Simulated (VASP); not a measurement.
**How a change of volume changes Pt**

How do stress and energy of Pt follow a change of volume?

Method: PBEsol; plane waves and PAW (Pt), in the first sound run; inputs show where later runs differ, in VASP 6.6.1.

Most raw output is cut from this account.

## (1) The starting structure

Symmetry: Fm-3m, No. 225, cubic system. Conventional cell: a = 3.920 Å, b = 3.920 Å, c = 3.920 Å, α = 90.00°, β = 90.00°, γ = 90.00°. Pt has 12 Pt at 2.77 Å nearest.

As a file:

```xyz
1
Lattice="0.0000 1.9600 1.9600 1.9600 0.0000 1.9600 1.9600 1.9600 0.0000" Properties=species:S:1:pos:R:3 pbc="T T T"
Pt    0.0000    0.0000    0.0000
```

## (2) Relax the crystal, PBEsol

The series starts from the cell that this level prefers, so that zero strain is near zero stress.

Level: PBEsol; plane waves and PAW (Pt).

The input, INCAR:

```
SYSTEM = Pt
PREC = Accurate
ENCUT = 450
EDIFF = 1E-07
NELM = 120
ISMEAR = 1
SIGMA = 0.15
LREAL = .FALSE.
ALGO = Normal
GGA = PS
NBANDS = 11
LASPH = .TRUE.
LORBIT = 11
LWAVE = .FALSE.
LCHARG = .FALSE.
KPAR = 8
IBRION = 2
NSW = 40
ISIF = 3
EDIFFG = -0.005
POTIM = 0.4
```

The input, POSCAR:

```
Pt
1.0
    0.0000000000      1.9600000000      1.9600000000
    1.9600000000      0.0000000000      1.9600000000
    1.9600000000      1.9600000000      0.0000000000
Pt
1
Direct
    0.0000000000      0.0000000000      0.0000000000
```

The input, KPOINTS:

```
Automatic mesh
0
Gamma
26 26 26
0 0 0
```

PAW data sets: Pt (PBE family, release 64).

Command:

```bash
$ mpirun -np 8 vasp_std
```

It took 10 s on 8 MPI ranks of Intel Xeon 6975P-C (Granite Rapids), shared host; peak memory 1.4 GiB.

Read from the output:

| Property | Result |
| --- | --- |
| energy(sigma→0) of the program | -6.9625 eV |
| stress, compression positive | xx, yy, zz 0.03, 0.03, 0.03 GPa |
| volume | 15.016 Å³ |
| ionic steps | 3 |

## (3) Relax at fixed volume, PBEsol

One member in full: the volume is scaled by 0.99, and the cell is held.

Level: PBEsol; plane waves and PAW (Pt).

Edit INCAR of step 2 so:

```diff
@@ -15,7 +15,8 @@
 LCHARG = .FALSE.
-KPAR = 8
+KPAR = 2
 IBRION = 2
 NSW = 40
-ISIF = 3
-EDIFFG = -0.005
+ISIF = 2
+EDIFFG = -0.004
 POTIM = 0.4
+MAXMIX = 40
```

The input, POSCAR:

```
Pt
1.0
    0.0000000000      1.9515610826      1.9515610826
    1.9515610826      0.0000000000      1.9515610826
    1.9515610826      1.9515610826      0.0000000000
Pt
1
Direct
    0.0000000000      0.0000000000      0.0000000000
```

KPOINTS is that of step 2.

Command:

```bash
$ mpirun -np 2 vasp_std
```

Elapsed: 12 s, on 2 MPI ranks; peak memory 0.34 GiB.

Numbers from this step:

```
energy(sigma→0) of the program : -6.9611 eV
stress, compression positive   : xx, yy, zz 3.00, 3.00, 3.00 GPa
ionic steps                    : 1
```

## (4) All members

The other members went through these steps as far as the tables show, with the same cutoff and, step by step, the same mesh; 8 runs are not shown. The session took 0.084 core hours (wall time by ranks) on a shared machine.

```tsv
volume over the relaxed volume	volume (Å³/atom)	pressure (GPa)	energy above the unstrained row, extrapolated to no smearing (meV/atom)
0.940	14.115	21.183	55.733
0.960	14.415	13.211	23.681
0.980	14.715	6.192	5.663
0.990	14.865	3.004	1.384
1	15.016	0.013	0.000
1.010	15.166	?	?
1.020	15.316	-5.420	5.206
1.040	15.616	-10.194	19.967
1.060	15.916	-14.380	43.114
```

## (5) A fit to the known rows

Fitting a cubic to the 8 known rows (u: logarithm of the volume ratio) gives pressure = − 998.4 u³ + 788.3 u² − 289.6 u + 0.01200 in GPa; the residuals are 0.0012 GPa r.m.s.

At u = 0.009950 this predicts -2.792 GPa.

## (6) The withheld row

The calculation gives -2.791 GPa, so the prediction is 0.001 GPa too low.

A cubic of the pressure in ln(V/V₀) through all rows has the slope −B at V₀: B = 290 GPa, and its curvature gives B′ = 5.4.

## (7) Results

```
error of the predicted pressure : -0.001 GPa
bulk modulus                    : 290 GPa
```

**Reading.** These are static values: temperature and zero-point motion are left out. In a metal the slopes also depend on mesh and smearing, which were held through the series.

[Lines on the potential files, build, host, timing and source positions are cut from VASP's logs without a mark.]

[Logs are printed without paths, hosts, clocks, repeated set-up lines and the standing remarks that a program may print on its own settings, such as how far it seeks lower states.]

[Hosts, paths, dates, database ids (printed as entryN), source tags and the programs' standing remarks are cut or masked in the printed files.]

[In band tables of VASP the shares of atoms and orbitals are scaled to a sum of 1 inside the atoms' spheres.]
